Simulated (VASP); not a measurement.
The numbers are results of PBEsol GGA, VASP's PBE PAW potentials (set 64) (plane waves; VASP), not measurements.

VASP ran on this input.

### KPOINTS
```
Automatic mesh
0
Gamma
9 9 9
0 0 0
```

### INCAR
```
SYSTEM=PtAl2
PREC=Accurate; ENCUT=500; LREAL=.False.
LASPH=.True.
EDIFF=1E-6; NELM=100; ALGO=Normal
LMAXMIX=6
ISMEAR=1; SIGMA=0.1
GGA=PS
IBRION=2; NSW=40; ISIF=3
EDIFFG=-0.02; PSTRESS=300
LWAVE=.False.; LCHARG=.False.
```

POSCAR:
```
PtAl2
1
    0.0000000000     2.8397712486     2.8397712486
    2.8397712486     0.0000000000     2.8397712486
    2.8397712486     2.8397712486     0.0000000000
Al Pt
2 1
Direct
  0.2500000000   0.2500000000   0.2500000000
  0.7500000000   0.7500000000   0.7500000000
  0.0000000000   0.0000000000   0.0000000000
```

POTCAR, in this order: Al Pt (PBE.64 set). Program: vasp_std.

The run wrote:

OUTCAR:
```
 ion  position               nearest neighbor table
   1  0.250  0.250  0.250-   3 2.46   3 2.46   3 2.46   3 2.46   2 2.84   2 2.84   2 2.84   2 2.84
                             2 2.84   2 2.84
   2  0.750  0.750  0.750-   3 2.46   3 2.46   3 2.46   3 2.46   1 2.84   1 2.84   1 2.84   1 2.84
                             1 2.84   1 2.84
   3  0.000  0.000  0.000-   2 2.46   2 2.46   2 2.46   1 2.46   2 2.46   1 2.46   1 2.46   1 2.46
  LATTYP: Found a face centered cubic cell.
 ALAT       =     5.6795424972
 Subroutine PRICEL returns:
 Original cell was already a primitive cell.
 Subroutine GETGRP returns: Found 48 space group operations
The static configuration has the point symmetry O_h .
The dynamic configuration has the point symmetry O_h .
 Subroutine INISYM returns: Found 48 space group operations
 Subroutine IBZKPT returns following result:
 Found     35 irreducible k-points:

 Following reciprocal coordinates:
            Coordinates               Weight
  0.000000  0.000000  0.000000      1.000000
  0.111111  0.000000  0.000000      8.000000
  0.222222  0.000000  0.000000      8.000000
  0.333333  0.000000  0.000000      8.000000
  0.444444  0.000000  0.000000      8.000000
  0.111111  0.111111  0.000000      6.000000
  0.222222  0.111111  0.000000     24.000000
  0.333333  0.111111  0.000000     24.000000
  0.444444  0.111111  0.000000     24.000000
 -0.444444  0.111111  0.000000     24.000000
 -0.333333  0.111111  0.000000     24.000000
 -0.222222  0.111111  0.000000     24.000000
 -0.111111  0.111111  0.000000     12.000000
  0.222222  0.222222  0.000000      6.000000
  0.333333  0.222222  0.000000     24.000000
  0.444444  0.222222  0.000000     24.000000
 -0.444444  0.222222  0.000000     24.000000
 -0.333333  0.222222  0.000000     24.000000
 -0.222222  0.222222  0.000000     12.000000
  0.333333  0.333333  0.000000      6.000000
  0.444444  0.333333  0.000000     24.000000
...
```

File OSZICAR:
```
       N       E                     dE             d eps       ncg     rms          rms(c)
DAV:   1     0.547366057098E+02    0.54737E+02   -0.68851E+03   856   0.112E+03
DAV:   2    -0.161416565107E+02   -0.70878E+02   -0.63583E+02   948   0.195E+02
DAV:   3    -0.181762955385E+02   -0.20346E+01   -0.20085E+01  1088   0.324E+01
DAV:   4    -0.181921295515E+02   -0.15834E-01   -0.15831E-01   968   0.344E+00
DAV:   5    -0.181923556741E+02   -0.22612E-03   -0.22612E-03  1092   0.436E-01    0.110E+01
DAV:   6    -0.176012305661E+02    0.59113E+00   -0.26115E+00   976   0.162E+01    0.280E+00
DAV:   7    -0.175085269355E+02    0.92704E-01   -0.14890E-01   928   0.403E+00    0.197E+00
DAV:   8    -0.174687176878E+02    0.39809E-01   -0.26785E-02   952   0.157E+00    0.283E-01
DAV:   9    -0.174685438474E+02    0.17384E-03   -0.15874E-03  1008   0.386E-01    0.180E-01
DAV:  10    -0.174685605580E+02   -0.16711E-04   -0.21163E-04   980   0.131E-01    0.160E-02
DAV:  11    -0.174685589749E+02    0.15831E-05   -0.66969E-06  1048   0.279E-02    0.902E-03
DAV:  12    -0.174685589760E+02   -0.10754E-08   -0.51126E-07   628   0.600E-03
   1 F= -.88924411E+01 E0= -.88924151E+01  d E =-.889244E+01
       N       E                     dE             d eps       ncg     rms          rms(c)
DAV:   1    -0.187302663503E+02   -0.12617E+01   -0.41730E+01   932   0.714E+01    0.167E+01
DAV:   2    -0.161102404427E+02    0.26200E+01   -0.11720E+01   928   0.357E+01    0.426E+00
DAV:   3    -0.160477565540E+02    0.62484E-01   -0.33577E-01   896   0.628E+00    0.173E+00
DAV:   4    -0.160251318523E+02    0.22625E-01   -0.52637E-02   880   0.135E+00    0.388E-01
DAV:   5    -0.160256291036E+02   -0.49725E-03   -0.35996E-03  1056   0.584E-01    0.226E-01
DAV:   6    -0.160258447389E+02   -0.21564E-03   -0.24142E-04   920   0.160E-01    0.744E-02
DAV:   7    -0.160258827721E+02   -0.38033E-04   -0.57092E-05   920   0.454E-02    0.676E-03
DAV:   8    -0.160258830399E+02   -0.26784E-06   -0.98907E-07   684   0.877E-03
   2 F= -.85787444E+01 E0= -.85782608E+01  d E =0.313697E+00
       N       E                     dE             d eps       ncg     rms          rms(c)
DAV:   1    -0.185242384999E+02   -0.24984E+01   -0.21266E+01   924   0.500E+01    0.705E+00
DAV:   2    -0.172217571007E+02    0.13025E+01   -0.56035E+00   908   0.267E+01    0.213E+00
DAV:   3    -0.172024415028E+02    0.19316E-01   -0.12696E-01   912   0.351E+00    0.133E+00
DAV:   4    -0.171920857343E+02    0.10356E-01   -0.27989E-02   864   0.984E-01    0.250E-01
DAV:   5    -0.171918683398E+02    0.21739E-03   -0.41808E-03  1008   0.669E-01    0.119E-01
DAV:   6    -0.171918132074E+02    0.55132E-04   -0.36439E-04   944   0.222E-01    0.711E-02
DAV:   7    -0.171918256494E+02   -0.12442E-04   -0.40350E-05   936   0.436E-02    0.878E-03
DAV:   8    -0.171918250836E+02    0.56575E-06   -0.11206E-06   628   0.864E-03
   3 F= -.89527505E+01 E0= -.89525807E+01  d E =-.603093E-01
       N       E                     dE             d eps       ncg     rms          rms(c)
DAV:   1    -0.171804278195E+02    0.11398E-01   -0.42986E-03   924   0.715E-01    0.119E-01
DAV:   2    -0.171801535173E+02    0.27430E-03   -0.13043E-03   924   0.393E-01    0.243E-02
DAV:   3    -0.171801470251E+02    0.64922E-05   -0.34641E-05   884   0.640E-02    0.906E-03
DAV:   4    -0.171801459267E+02    0.10984E-05   -0.51465E-06   924   0.133E-02    0.324E-03
DAV:   5    -0.171801461048E+02   -0.17817E-06   -0.68223E-07   448   0.906E-03
   4 F= -.89528347E+01 E0= -.89526603E+01  d E =-.603936E-01
```

### OUTCAR
```
------------------------ aborting loop because EDIFF is reached ----------------------------------------
  FORCE on cell =-STRESS in cart. coord.  units (eV):
  Direction    XX          YY          ZZ          XY          YZ          ZX
  --------------------------------------------------------------------------------------
  Total        8.2232894      8.2232894      8.2232894      0.0000000      0.0000000      0.0000000
  in kB      299.8533408    299.8533408    299.8533408      0.0000000      0.0000000      0.0000000
  external PRESSURE =      -0.1466592 kB  Pullay stress =     300.0000000 kB
  volume of cell :       43.94
      direct lattice vectors                 reciprocal lattice vectors
     0.000000000  2.800737608  2.800737608    -0.178524400  0.178524400  0.178524400
     2.800737608  0.000000000  2.800737608     0.178524400 -0.178524400  0.178524400
     2.800737608  2.800737608  0.000000000     0.178524400  0.178524400 -0.178524400
 POSITION                                       TOTAL-FORCE (eV/Angst)
 -----------------------------------------------------------------------------------
      1.40037      1.40037      1.40037         0.000000      0.000000      0.000000
      4.20111      4.20111      4.20111        -0.000000     -0.000000     -0.000000
      2.80074      0.00000      2.80074        -0.000000     -0.000000     -0.000000
 -----------------------------------------------------------------------------------
    total drift:                                0.000000     -0.000000     -0.000000
  FREE ENERGIE OF THE ION-ELECTRON SYSTEM (eV)
  ---------------------------------------------------
  free  energy   TOTEN  =       -17.1801461048 eV

  energy  without entropy=      -17.1796229076  energy(sigma->0) =      -17.17997171
  enthalpy is  TOTEN    =        -8.9528346721 eV   P V=        8.2273114327

 reached required accuracy - stopping structural energy minimisation
```
(Selected blocks of OUTCAR.)

**CONTCAR**
```
PtAl2
   1.00000000000000
     0.0000000000000000    2.8007376078488964    2.8007376078488964
     2.8007376078488964    0.0000000000000000    2.8007376078488964
     2.8007376078488964    2.8007376078488964    0.0000000000000000
  Al              Pt
     2     1
Direct
     0.2500000000000000    0.2500000000000000    0.2500000000000000
     0.7500000000000000    0.7500000000000000    0.7500000000000000
     0.0000000000000000    1.0000000000000000    0.0000000000000000
```

Energy and stress use the plane-wave basis of the starting cell.

The compound is PtAl2 in the fluorite structure. This run relaxes it under an external pressure of 30 GPa. Symmetry was kept, so distortions that lower it aren't found.
